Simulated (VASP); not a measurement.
Output of a VASP run:

**OSZICAR**
```
       N       E                     dE             d eps       ncg     rms          rms(c)
DAV:   1     0.143751822435E+03    0.14375E+03   -0.98208E+03  6623   0.168E+03
DAV:   2    -0.239600636509E+01   -0.14615E+03   -0.14270E+03  6725   0.367E+02
DAV:   3    -0.886394080507E+01   -0.64679E+01   -0.64208E+01  8265   0.856E+01
DAV:   4    -0.897692766972E+01   -0.11299E+00   -0.11295E+00  7931   0.107E+01
DAV:   5    -0.898204362804E+01   -0.51160E-02   -0.51159E-02  9624   0.199E+00    0.714E+00
DAV:   6    -0.878565262026E+01    0.19639E+00   -0.49062E-01  7649   0.108E+01    0.328E+00
DAV:   7    -0.874629555144E+01    0.39357E-01   -0.83084E-02  8467   0.575E+00    0.144E+00
DAV:   8    -0.873902589366E+01    0.72697E-02   -0.20494E-02  7404   0.145E+00    0.422E-01
DAV:   9    -0.873810179122E+01    0.92410E-03   -0.19820E-03  8342   0.806E-01    0.664E-02
DAV:  10    -0.873809712821E+01    0.46630E-05   -0.55463E-05  8568   0.127E-01    0.270E-02
DAV:  11    -0.873809753083E+01   -0.40262E-06   -0.51246E-06  7362   0.232E-02
   1 F= -.87380975E+01 E0= -.87379746E+01  d E =-.368807E-03
```

### OUTCAR
```
------------------------ aborting loop because EDIFF is reached ----------------------------------------
  FORCE on cell =-STRESS in cart. coord.  units (eV):
  Direction    XX          YY          ZZ          XY          YZ          ZX
  --------------------------------------------------------------------------------------
  Total        1.5516634      1.6120098      1.6676245      0.0000000      0.0000000      0.0000000
  in kB       72.4553885     75.2732817     77.8702275      0.0000000      0.0000000      0.0000000
  external PRESSURE =      75.1996326 kB  Pullay stress =       0.0000000 kB
  volume of cell :       34.31
      direct lattice vectors                 reciprocal lattice vectors
     3.279430000  0.000000000  0.000000000     0.304931040  0.000000000  0.000000000
     0.000000000  3.286529000  0.000000000     0.000000000  0.304272380  0.000000000
     0.000000000  0.000000000  3.183476000     0.000000000  0.000000000  0.314122048
 POSITION                                       TOTAL-FORCE (eV/Angst)
 -----------------------------------------------------------------------------------
      1.63972      1.64326      1.59174         0.412749      0.000000      0.000000
      0.08614      0.00000      0.00000        -0.412749      0.000000      0.000000
 -----------------------------------------------------------------------------------
    total drift:                               -0.000055      0.000000      0.000002
  FREE ENERGIE OF THE ION-ELECTRON SYSTEM (eV)
  ---------------------------------------------------
  free  energy   TOTEN  =        -8.7380975308 eV

  energy  without entropy=       -8.7377287239  energy(sigma->0) =       -8.73797460
```
(Selected blocks of OUTCAR.)

File POSCAR:
```
PdIn
1
    3.2794300000     0.0000000000     0.0000000000
    0.0000000000     3.2865290000     0.0000000000
    0.0000000000     0.0000000000     3.1834760000
In Pd
1 1
Direct
  0.5000000000   0.5000000000   0.5000000000
  0.0262660000   0.0000000000   0.0000000000
```

Task: Reconstruct the remaining input files.

Result: Several could match; the one computed here: the input of the run itself, PW91 GGA, plane waves, VASP's PBE PAW potentials (set 64).

INCAR:
```
SYSTEM = PdIn
PREC = Accurate
ENCUT = 400
EDIFF = 1E-6
NELM = 100
ALGO = Normal
LREAL = .FALSE.
LASPH = .TRUE.
ISMEAR = 1
SIGMA = 0.1
GGA = 91
LMAXMIX = 4
LWAVE = .FALSE.
LCHARG = .FALSE.
ISIF = 2
```

File KPOINTS:
```
K-points
0
G
10 10 10
```

POTCAR, in this order: In_d Pd (PBE.64 set). Program: vasp_std.

The compound is PdIn in the CsCl type structure. The cell was not relaxed at this level, atoms are displaced from their ideal sites. The run is one of a series of settings (GGA = 91 against the base run), some of them coarse on purpose. The electron count is odd and the run is not spin-polarised, which forces a metal.
